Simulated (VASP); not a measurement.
Given:

```
CdF2
1.0
    0.00000     2.70198     2.70198
    2.70198     0.00000     2.70198
    2.70198     2.70198     0.00000
Cd F
1 2
Direct
  0.00000   0.00000   0.00000
  0.25000   0.25000   0.25000
  0.75000   0.75000   0.75000
```

All values below come from r2SCAN meta-GGA, VASP's PBE PAW potentials (set 64) (plane waves; VASP). Run with PREC = Normal, EDIFF = 1E-5, 450 eV cut-off, 9×9×9 Γ-centred mesh, Gaussian smearing of 0.050 eV, potentials Cd F.

At this cut-off the stress carries a Pulay error, which pulls relaxed volumes low.

Predict the energy per atom (σ→0), pressure.

| Property | Value |
|---|---|
| energy per atom (σ→0) | -1084.9 kJ/mol-atom |
| pressure | -2.23 GPa |

Total energies compare only between runs with the same potentials, cut-off and functional.

The compound is CdF2 in the fluorite structure. It was relaxed first.
